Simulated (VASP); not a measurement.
Method: PBE GGA, VASP's PBE PAW potentials (set 64) (plane waves; VASP).

VASP ran on this input.

### KPOINTS
```
Automatic
0
gamma
  1 1 1
0 0 0
```

INCAR:
```
SYSTEM=In32ZnP32
PREC=Normal; ENCUT=400; LREAL=Auto
LASPH=T; ISYM=0; NELECT=267.0
EDIFF=1E-5; NELM=100; NELMIN=4
ALGO=Fast; LMAXMIX=4
ISMEAR=0; SIGMA=0.05
GGA=PE
ISPIN=2; MAGMOM=65*0.0154; NUPDOWN=1
IBRION=2; NSW=120; ISIF=2
EDIFFG=-0.03
LWAVE=T; LCHARG=F; LORBIT=10
```

**POSCAR**
```
In32ZnP32
1.0
 11.9995217336   0.0000000000   0.0000000000
  0.0000000000  11.9995217336   0.0000000000
  0.0000000000   0.0000000000  11.9995217336
In P Zn
32 32 1
Cart
  5.9683323806  11.9753749808  11.9922211466
  9.0175446274   3.0202907403  11.9756065884
  9.0066857706  11.9848125663   3.0368786320
  0.0021271684   0.0032112556   0.0010662163
  2.9941453808   2.9849918900   0.0223388208
  5.9985868228   5.9947121280   0.0170143691
  9.0016326004   9.0002897112   0.0056420455
  3.0002602411   0.0020761297   3.0102411637
  6.0909888975   2.8707308625   2.9418125614
  8.9889938858   5.9944008556   3.0028179847
  6.0056850139  11.9823186661   6.0061492070
  8.9826717794   2.9778356776   6.0082384353
  8.9904571147  11.9918837032   9.0078750360
 11.9735341474   5.9712651622  11.9672418922
  3.0185623628   9.0390844157  11.9519519048
  0.0119390465   2.9946016578   2.9965669731
  2.8164501044   6.1238225697   2.8223946243
  5.9982654912   8.9604400926   2.9975995127
 11.9912216512  11.9775355715   5.9815881407
  2.9616085444   2.9077148093   6.0697657646
  6.1578617414   6.0886300711   6.1834831610
  9.0352731576   9.0354217381   5.9800153022
  3.0289251150  11.9860886758   9.0077929257
  6.0038374787   2.9830696290   8.9988394346
  9.0251181424   5.9693086461   9.0297303961
 11.9447785487   9.0507698164   3.0346035106
  0.0079858773   5.9984699487   5.9981153544
  2.9975343157   8.9594937684   6.0066039589
 11.9818272089   3.0206074965   9.0127571530
  2.9940927461   5.9963312487   8.9979479217
  5.9645486783   9.0297866835   9.0444586031
  0.0087482465   8.9972500151   8.9984106533
  7.5574097078   1.4402426117   1.4419520899
 10.4949522394   4.4951761488   1.5121504308
 10.5081382571   1.5086104351   4.4994447939
  1.5010941795   1.4884600991   1.5040165682
  4.4961539550   4.4954649293   1.5651508472
  7.5047855892   7.4902456764   1.5000789828
 10.4792030039  10.5202246997   1.4996159140
  4.5175656316   1.5045893102   4.5041023974
  7.4528994761   4.5024448531   4.5201325429
 10.4947059252   7.4813390290   4.4996613013
  7.4913265513   1.4870835031   7.4970584360
 10.4938578686   4.4947580567   7.4798049057
 10.4954966217   1.4931995298  10.4942966287
  1.3968730715   7.6059227974   1.4101624794
  4.4902729462  10.4824081938   1.5252808979
  1.5510601592   4.5076382989   4.4888359999
  4.5001796050   7.3855013568   4.5079654095
  7.4790390974  10.4827550820   4.4980085795
  1.4636944986   1.4598514549   7.5388452405
  4.5225166619   4.5037036173   7.4782978162
  7.5930707805   7.6038371293   7.6035962221
 10.5080819217  10.5114494651   7.5098163791
  4.5006933621   1.5081945233  10.5079768071
  7.4779215520   4.4987340994  10.5024511293
 10.4978073552   7.5032574670  10.4957678493
  1.5186469959  10.4888547016   4.5084395910
  1.4940017986   7.4873083830   7.5110115627
  4.4937151302  10.4835205842   7.4815450043
  1.5176393205   4.4883770098  10.5024281670
  4.4957501771   7.4745154337  10.5092260617
  7.4919359722  10.5049491406  10.5175516011
  1.4986777638  10.5214844191  10.4832292575
  4.5113656144   4.7042684690   4.4291028427
```

POTCAR, in this order: In P Zn (PBE.64 set). Program: vasp_gam.

What VASP printed:

**OUTCAR**
```
 ion  position               nearest neighbor table
   1  0.497  0.998  0.999-  63 2.58  55 2.59  47 2.60  33 2.60
   2  0.751  0.252  0.998-  45 2.59  34 2.59  56 2.59  33 2.60
   3  0.751  0.999  0.253-  39 2.58  35 2.59  50 2.59  33 2.60
   4  0.000  0.000  0.000-  36 2.59  64 2.60  45 2.60  39 2.60
   5  0.250  0.249  0.002-  36 2.58  55 2.60  61 2.60  37 2.63
   6  0.500  0.500  0.001-  38 2.59  56 2.59  62 2.59  37 2.63
   7  0.750  0.750  0.000-  39 2.59  38 2.60  63 2.60  57 2.60
   8  0.250  0.000  0.251-  36 2.59  58 2.59  47 2.59  40 2.61
   9  0.508  0.239  0.245-  33 2.54  40 2.60  41 2.65  37 2.66  65 2.84
  10  0.749  0.500  0.250-  38 2.59  42 2.59  34 2.60  41 2.62
  11  0.500  0.999  0.501-  43 2.59  50 2.59  60 2.59  40 2.61
  12  0.749  0.248  0.501-  43 2.58  44 2.60  35 2.60  41 2.62
  13  0.749  0.999  0.751-  45 2.59  63 2.60  54 2.60  43 2.60
  14  0.998  0.498  0.997-  57 2.59  61 2.59  34 2.60  46 2.60
  15  0.252  0.753  0.996-  64 2.58  62 2.59  47 2.59  46 2.61
  16  0.001  0.250  0.250-  36 2.59  35 2.59  34 2.60  48 2.62
  17  0.235  0.510  0.235-  46 2.49  48 2.64  37 2.66  49 2.70  65 2.73
  18  0.500  0.747  0.250-  38 2.58  47 2.60  50 2.60  49 2.65
  19  0.999  0.998  0.498-  54 2.59  58 2.59  35 2.60  51 2.61
  20  0.247  0.242  0.506-  51 2.55  40 2.62  52 2.64  48 2.65  65 2.88
  21  0.513  0.507  0.515-  53 2.52  52 2.62  41 2.64  49 2.69  65 2.78
  22  0.753  0.753  0.498-  54 2.59  50 2.59  42 2.60  53 2.60
  23  0.252  0.999  0.751-  64 2.58  55 2.59  60 2.59  51 2.60
  24  0.500  0.249  0.750-  43 2.59  55 2.59  56 2.59  52 2.61
...
```

**OSZICAR**
```
...
RMM:   5    -0.267326463424E+03    0.24129E-03   -0.29977E-03   672   0.108E-01    0.479E-02
RMM:   6    -0.267326525218E+03   -0.61793E-04   -0.59141E-04   688   0.524E-02    0.458E-02
RMM:   7    -0.267326453717E+03    0.71501E-04   -0.15632E-04   675   0.266E-02    0.199E-02
RMM:   8    -0.267326465414E+03   -0.11697E-04   -0.28959E-04   674   0.254E-02    0.194E-02
RMM:   9    -0.267326451606E+03    0.13808E-04   -0.77525E-05   638   0.172E-02    0.500E-03
RMM:  10    -0.267326452301E+03   -0.69492E-06   -0.84870E-06   405   0.630E-03
  40 F= -.26732645E+03 E0= -.26732645E+03  d E =-.342861E-01  mag=     1.0000
       N       E                     dE             d eps       ncg     rms          rms(c)
DAV:   1    -0.267306399055E+03    0.20053E-01   -0.33332E+01   688   0.771E+00    0.923E-01
RMM:   2    -0.267335938367E+03   -0.29539E-01   -0.32306E-01   672   0.123E+00    0.269E-01
RMM:   3    -0.267340747319E+03   -0.48090E-02   -0.50516E-02   716   0.487E-01    0.241E-01
RMM:   4    -0.267341056732E+03   -0.30941E-03   -0.74744E-03   740   0.216E-01    0.212E-01
RMM:   5    -0.267340798490E+03    0.25824E-03   -0.32829E-03   673   0.115E-01    0.499E-02
RMM:   6    -0.267340860247E+03   -0.61757E-04   -0.63331E-04   689   0.556E-02    0.457E-02
RMM:   7    -0.267340787677E+03    0.72570E-04   -0.21137E-04   673   0.300E-02    0.183E-02
RMM:   8    -0.267340802924E+03   -0.15247E-04   -0.22119E-04   675   0.235E-02    0.178E-02
RMM:   9    -0.267340793115E+03    0.98091E-05   -0.71993E-05   635   0.163E-02
  41 F= -.26734079E+03 E0= -.26734079E+03  d E =-.486269E-01  mag=     1.0000
       N       E                     dE             d eps       ncg     rms          rms(c)
DAV:   1    -0.267333021477E+03    0.77814E-02   -0.39109E+01   704   0.817E+00    0.842E-01
RMM:   2    -0.267364150669E+03   -0.31129E-01   -0.32854E-01   672   0.119E+00    0.281E-01
RMM:   3    -0.267368396329E+03   -0.42457E-02   -0.44338E-02   729   0.440E-01    0.215E-01
RMM:   4    -0.267368596693E+03   -0.20036E-03   -0.61599E-03   747   0.190E-01    0.176E-01
RMM:   5    -0.267368452601E+03    0.14409E-03   -0.21960E-03   673   0.976E-02    0.414E-02
RMM:   6    -0.267368494286E+03   -0.41685E-04   -0.43775E-04   698   0.472E-02    0.319E-02
RMM:   7    -0.267368460963E+03    0.33323E-04   -0.14226E-04   674   0.252E-02    0.157E-02
RMM:   8    -0.267368470210E+03   -0.92465E-05   -0.11780E-04   676   0.180E-02    0.131E-02
RMM:   9    -0.267368465547E+03    0.46626E-05   -0.43439E-05   539   0.130E-02
  42 F= -.26736847E+03 E0= -.26736846E+03  d E =-.276724E-01  mag=     1.0000
       N       E                     dE             d eps       ncg     rms          rms(c)
DAV:   1    -0.267363904927E+03    0.45653E-02   -0.13064E+01   696   0.461E+00    0.501E-01
RMM:   2    -0.267371978702E+03   -0.80738E-02   -0.87163E-02   672   0.678E-01    0.178E-01
RMM:   3    -0.267373316033E+03   -0.13373E-02   -0.14873E-02   726   0.259E-01    0.129E-01
RMM:   4    -0.267373410299E+03   -0.94266E-04   -0.23646E-03   758   0.119E-01    0.110E-01
RMM:   5    -0.267373343250E+03    0.67048E-04   -0.80374E-04   673   0.596E-02    0.265E-02
RMM:   6    -0.267373362283E+03   -0.19032E-04   -0.17316E-04   681   0.289E-02    0.204E-02
RMM:   7    -0.267373347887E+03    0.14396E-04   -0.54440E-05   576   0.154E-02    0.838E-03
RMM:   8    -0.267373350809E+03   -0.29225E-05   -0.37241E-05   487   0.104E-02
  43 F= -.26737335E+03 E0= -.26737335E+03  d E =-.325577E-01  mag=     1.0000
       N       E                     dE             d eps       ncg     rms          rms(c)
DAV:   1    -0.267381594936E+03   -0.82470E-02   -0.17925E+00   672   0.208E+00    0.499E-01
RMM:   2    -0.267385386793E+03   -0.37919E-02   -0.46457E-02   672   0.466E-01    0.118E-01
RMM:   3    -0.267386196381E+03   -0.80959E-03   -0.91174E-03   706   0.213E-01    0.101E-01
RMM:   4    -0.267386184094E+03    0.12287E-04   -0.13049E-03   704   0.907E-02    0.669E-02
RMM:   5    -0.267386177871E+03    0.62236E-05   -0.56676E-04   675   0.493E-02    0.201E-02
RMM:   6    -0.267386173572E+03    0.42992E-05   -0.96550E-05   673   0.237E-02
  44 F= -.26738617E+03 E0= -.26738617E+03  d E =-.128228E-01  mag=     1.0000
       N       E                     dE             d eps       ncg     rms          rms(c)
DAV:   1    -0.267386442026E+03   -0.26415E-03   -0.90355E-02   784   0.467E-01    0.112E-01
RMM:   2    -0.267386655283E+03   -0.21326E-03   -0.25243E-03   672   0.107E-01    0.269E-02
RMM:   3    -0.267386698683E+03   -0.43400E-04   -0.48464E-04   707   0.492E-02    0.273E-02
RMM:   4    -0.267386697056E+03    0.16267E-05   -0.68509E-05   636   0.205E-02
  45 F= -.26738670E+03 E0= -.26738670E+03  d E =-.133462E-01  mag=     1.0000
       N       E                     dE             d eps       ncg     rms          rms(c)
DAV:   1    -0.267390267096E+03   -0.35684E-02   -0.62290E-01   672   0.126E+00    0.282E-01
RMM:   2    -0.267391565410E+03   -0.12983E-02   -0.15903E-02   672   0.278E-01    0.666E-02
RMM:   3    -0.267391887479E+03   -0.32207E-03   -0.34290E-03   714   0.129E-01    0.691E-02
RMM:   4    -0.267391879057E+03    0.84221E-05   -0.43414E-04   690   0.535E-02    0.445E-02
RMM:   5    -0.267391879797E+03   -0.73956E-06   -0.25463E-04   673   0.314E-02    0.169E-02
RMM:   6    -0.267391875854E+03    0.39426E-05   -0.37814E-05   489   0.150E-02
  46 F= -.26739188E+03 E0= -.26739187E+03  d E =-.517880E-02  mag=     1.0000
       N       E                     dE             d eps       ncg     rms          rms(c)
DAV:   1    -0.267391900546E+03   -0.20749E-04   -0.33448E-01   704   0.922E-01    0.209E-01
RMM:   2    -0.267392626793E+03   -0.72625E-03   -0.88623E-03   672   0.206E-01    0.493E-02
RMM:   3    -0.267392810659E+03   -0.18387E-03   -0.19206E-03   715   0.964E-02    0.529E-02
RMM:   4    -0.267392804129E+03    0.65299E-05   -0.23324E-04   680   0.394E-02    0.320E-02
RMM:   5    -0.267392806934E+03   -0.28049E-05   -0.13937E-04   673   0.232E-02    0.129E-02
RMM:   6    -0.267392804379E+03    0.25550E-05   -0.21305E-05   421   0.111E-02
  47 F= -.26739280E+03 E0= -.26739280E+03  d E =-.610732E-02  mag=     1.0000
       N       E                     dE             d eps       ncg     rms          rms(c)
DAV:   1    -0.267394452245E+03   -0.16453E-02   -0.65010E-01   672   0.128E+00    0.248E-01
RMM:   2    -0.267395614272E+03   -0.11620E-02   -0.14351E-02   672   0.271E-01    0.621E-02
RMM:   3    -0.267395926124E+03   -0.31185E-03   -0.32855E-03   721   0.127E-01    0.731E-02
RMM:   4    -0.267395918336E+03    0.77881E-05   -0.39916E-04   691   0.517E-02    0.452E-02
RMM:   5    -0.267395920560E+03   -0.22244E-05   -0.24762E-04   673   0.312E-02    0.193E-02
RMM:   6    -0.267395916929E+03    0.36315E-05   -0.35635E-05   493   0.147E-02
  48 F= -.26739592E+03 E0= -.26739592E+03  d E =-.311255E-02  mag=     1.0000
       N       E                     dE             d eps       ncg     rms          rms(c)
DAV:   1    -0.267395928632E+03   -0.80716E-05   -0.51867E-02   776   0.362E-01    0.740E-02
RMM:   2    -0.267396028971E+03   -0.10034E-03   -0.12447E-03   672   0.784E-02    0.185E-02
RMM:   3    -0.267396059432E+03   -0.30462E-04   -0.30443E-04   737   0.374E-02    0.228E-02
RMM:   4    -0.267396058462E+03    0.97033E-06   -0.32585E-05   464   0.145E-02
  49 F= -.26739606E+03 E0= -.26739606E+03  d E =-.325408E-02  mag=     1.0000
       N       E                     dE             d eps       ncg     rms          rms(c)
DAV:   1    -0.267396827086E+03   -0.76765E-03   -0.12283E-01   672   0.625E-01    0.190E-01
RMM:   2    -0.267397384922E+03   -0.55784E-03   -0.68624E-03   672   0.172E-01    0.436E-02
RMM:   3    -0.267397520050E+03   -0.13513E-03   -0.14636E-03   719   0.815E-02    0.422E-02
RMM:   4    -0.267397513931E+03    0.61186E-05   -0.18191E-04   690   0.334E-02    0.238E-02
RMM:   5    -0.267397514213E+03   -0.28135E-06   -0.83084E-05   658   0.190E-02
  50 F= -.26739751E+03 E0= -.26739751E+03  d E =-.145575E-02  mag=     1.0000
```

File OUTCAR:
```
------------------------ aborting loop because EDIFF is reached ----------------------------------------
  FORCE on cell =-STRESS in cart. coord.  units (eV):
  Direction    XX          YY          ZZ          XY          YZ          ZX
  --------------------------------------------------------------------------------------
  Total        1.5900802      1.5732727      1.5338629     -0.1013176      0.2278188      0.1379683
  in kB        1.4744763      1.4588908      1.4223462     -0.0939515      0.2112557      0.1279376
  external PRESSURE =       1.4519044 kB  Pullay stress =       0.0000000 kB
  volume of cell :     1727.79
      direct lattice vectors                 reciprocal lattice vectors
    11.999521734  0.000000000  0.000000000     0.083336655  0.000000000  0.000000000
     0.000000000 11.999521734  0.000000000     0.000000000  0.083336655  0.000000000
     0.000000000  0.000000000 11.999521734     0.000000000  0.000000000  0.083336655
  FREE ENERGIE OF THE ION-ELECTRON SYSTEM (eV)
  ---------------------------------------------------
  free  energy   TOTEN  =      -267.3975142125 eV

  energy  without entropy=     -267.3975124248  energy(sigma->0) =     -267.39751332

 total charge

# of ion       s       p       d       tot
------------------------------------------
    1        1.167   1.373   0.220   2.761
    2        1.165   1.367   0.219   2.751
    3        1.168   1.376   0.221   2.764
    4        1.170   1.351   0.215   2.736
    5        1.186   1.282   0.205   2.674
    6        1.167   1.348   0.221   2.735
    7        1.186   1.278   0.205   2.668
    8        1.168   1.376   0.221   2.764
    9        1.168   1.347   0.220   2.735
   10        1.167   1.347   0.220   2.735
   11        1.167   1.375   0.221   2.764
   12        1.187   1.284   0.206   2.676
   13        1.170   1.351   0.215   2.736
   14        1.167   1.374   0.220   2.762
   15        1.165   1.370   0.220   2.756
   16        1.167   1.375   0.221   2.763
   17        1.167   1.349   0.221   2.738
   18        1.167   1.348   0.221   2.736
   19        1.170   1.351   0.215   2.736
   20        1.166   1.368   0.220   2.754
   21        1.168   1.348   0.221   2.736
   22        1.165   1.368   0.220   2.753
   23        1.170   1.349   0.214   2.733
   24        1.167   1.375   0.221   2.763
   25        1.167   1.375   0.221   2.763
   26        1.167   1.374   0.221   2.762
   27        1.168   1.377   0.221   2.766
   28        1.186   1.281   0.205   2.673
   29        1.170   1.351   0.215   2.736
   30        1.167   1.375   0.221   2.764
   31        1.167   1.373   0.220   2.761
   32        1.170   1.353   0.215   2.738
   33        1.030   1.479   0.000   2.508
   34        1.030   1.478   0.000   2.508
   35        1.034   1.472   0.000   2.506
   36        1.034   1.472   0.000   2.506
   37        1.040   1.464   0.000   2.503
   38        1.039   1.464   0.000   2.503
   39        1.035   1.472   0.000   2.506
   40        1.030   1.478   0.000   2.508
   41        1.040   1.463   0.000   2.503
   42        1.030   1.479   0.000   2.508
   43        1.034   1.472   0.000   2.507
   44        1.034   1.472   0.000   2.507
   45        1.030   1.475   0.000   2.505
   46        1.029   1.479   0.000   2.508
   47        1.030   1.479   0.000   2.508
   48        1.030   1.479   0.000   2.508
   49        1.040   1.464   0.000   2.503
   50        1.030   1.478   0.000   2.508
   51        1.030   1.475   0.000   2.505
   52        1.030   1.478   0.000   2.508
   53        1.030   1.479   0.000   2.508
   54        1.030   1.475   0.000   2.505
   55        1.035   1.471   0.000   2.506
   56        1.030   1.478   0.000   2.508
   57        1.035   1.472   0.000   2.506
   58        1.034   1.472   0.000   2.506
   59        1.034   1.473   0.000   2.507
   60        1.035   1.471   0.000   2.506
   61        1.034   1.472   0.000   2.506
   62        1.030   1.478   0.000   2.508
   63        1.035   1.472   0.000   2.506
   64        1.030   1.475   0.000   2.505
   65        0.528   0.399   9.783  10.709
--------------------------------------------------
tot         71.017  90.846  16.742 178.606

 magnetization (x)

# of ion       s       p       d       tot
------------------------------------------
    1        0.009   0.000  -0.000   0.009
    2        0.007   0.000  -0.000   0.007
    3        0.009   0.000  -0.000   0.009
    4        0.015   0.001  -0.000   0.016
    5        0.030   0.006  -0.000   0.037
    6        0.006  -0.001  -0.000   0.005
    7        0.031   0.007  -0.000   0.037
    8        0.009   0.000  -0.000   0.009
    9        0.006  -0.001  -0.000   0.005
   10        0.006  -0.001  -0.000   0.005
   11        0.009   0.000  -0.000   0.009
   12        0.030   0.007  -0.000   0.037
   13        0.015   0.001  -0.000   0.016
   14        0.009   0.000  -0.000   0.009
   15        0.007   0.000  -0.000   0.007
   16        0.009   0.000  -0.000   0.009
...
```
(Selected blocks of OUTCAR.)

CONTCAR:
```
In32ZnP32
   1.00000000000000
    11.9995217336000000    0.0000000000000000    0.0000000000000000
     0.0000000000000000   11.9995217336000000    0.0000000000000000
     0.0000000000000000    0.0000000000000000   11.9995217336000000
  In              P               Zn
    32    32     1
Direct
     0.4982070152269790    0.9983072202092025    0.0006988146492220
     0.7490323398793278    0.2484501075926928    0.0008448113679260
     0.7497737678794184    0.9982460635638210    0.2514676460079992
     0.9979385249428920    0.9980673469404102    0.0012258781414401
     0.2454966114251747    0.2454971156567627    0.0001570695122097
     0.4972619246509252    0.4977424662805888    0.9915810836662756
     0.7494748753416262    0.7493080567183112    0.0007424027272169
     0.2470409232924521    0.9985916303478098    0.2523491600108700
     0.4987011630099999    0.2363796343296177    0.2515866787399154
     0.7582607785938484    0.4976238662197632    0.2529198515654621
     0.4981961461175091    0.9983116131182708    0.5026383124629125
     0.7502946174718861    0.2449310846730415    0.5050615896470518
     0.7487508819956997    0.9976580692882743    0.7525039057704118
     0.9988505812915317    0.4986784688809161    0.0011261766944420
     0.2477576338740164    0.7491285065389376    0.0017038109300598
     0.9979048231591768    0.2476907018768697    0.2518008991874499
     0.2378912150156467    0.4972906713323055    0.2530137041228404
     0.4969238006604298    0.7587120199352710    0.2526495760112755
     0.9979229055056844    0.9978474060944108    0.5017852473157964
     0.2463965093719727    0.2467614879331463    0.5036377194205905
     0.4979401889047571    0.4974469181665918    0.5133230105758662
     0.7485678301846148    0.7492364025438063    0.5019382403678394
     0.2481804870368046    0.9980095006569080    0.7521023625874564
     0.4983867339959130    0.2475767719519300    0.7519961180020638
     0.7496004899943770    0.4989180277299324    0.7515377454480677
     0.9986867689211462    0.7489659449314080    0.2513752456717254
     0.9976678161838670    0.4986113884880118    0.5027259310383004
     0.2453059312240696    0.7498896985958772    0.5047941773367469
     0.9981581895255628    0.2484610108980914    0.7519573803886858
     0.2471111731201979    0.4987503705308706    0.7523105750648188
     0.4984925711892571    0.7493273637804257    0.7515959287811074
     0.9978975061437519    0.7487868800084257    0.7521788192485486
     0.6256408486329219    0.1211883925473352    0.1244938565167049
     0.8750461294655780    0.3723114785217324    0.1251995146799695
     0.8730623731117623    0.1233858968088050    0.3763362126347736
     0.1224807776553339    0.1229599275454258    0.1277597842169696
     0.3765482529819650    0.3758032580702103    0.1307306273968109
     0.6181133326996673    0.6188363307609758    0.1317334779261597
     0.8731258404143567    0.8726393204816666    0.1271939104861077
     0.3712111993612431    0.1216386104266909    0.3790165983606936
     0.6195669424384773    0.3755813436250639    0.3741708190525641
     0.8750062928437493    0.6252655335062433    0.3782558700772061
     0.6224727645451225    0.1225165130726888    0.6276985178007808
     0.8729695763829609    0.3736713610955560    0.6266300522222495
     0.8732601830559171    0.1233970227332134    0.8767396619304221
     0.1225163970437168    0.6245037073497928    0.1257136324898927
     0.3712060714521923    0.8757027956760512    0.1254461255683450
     0.1208886228293326    0.3711959098173911    0.3793142742358114
     0.3766280658826995    0.6192524248100886    0.3743324637363338
     0.6247081051216622    0.8755080356922520    0.3778867622120813
     0.1222508256393315    0.1222524052398733    0.6276728480643979
     0.3706797721515963    0.3711576067826425    0.6292387467147345
     0.6249480999520881    0.6250273134048445    0.6283164640442886
     0.8730286463919738    0.8731050742950135    0.6269678480571506
     0.3737084350093974    0.1236000809232425    0.8769426786868431
     0.6248904753270160    0.3724645360056478    0.8746815555878094
     0.8729750867242599    0.6228092843465068    0.8774587961636151
     0.1233248772144871    0.8728629011979262    0.3764743050200740
     0.1223592460824262    0.6224187162820352    0.6273973567749711
     0.3736961686423110    0.8731625166433565    0.6264694896656715
     0.1234060766113111    0.3737735145642400    0.8772435101834281
     0.3715585724780459    0.6253638617638121    0.8750930167617554
     0.6226932652630756    0.8725772215054491    0.8774999279671495
     0.1230154417493145    0.8731515589865819    0.8770387483874235
     0.4979605102142258    0.4964977294049717    0.2530446734142215
```

The cell is charged, with a uniform compensating background. The supercell is sampled at Γ alone, which is coarse: total energies, pressure and levels can be off, energies of defects by several tenths of an eV.

The cell is a supercell with a defect, built from InP (zinc blende): Zn_i, charge +1.
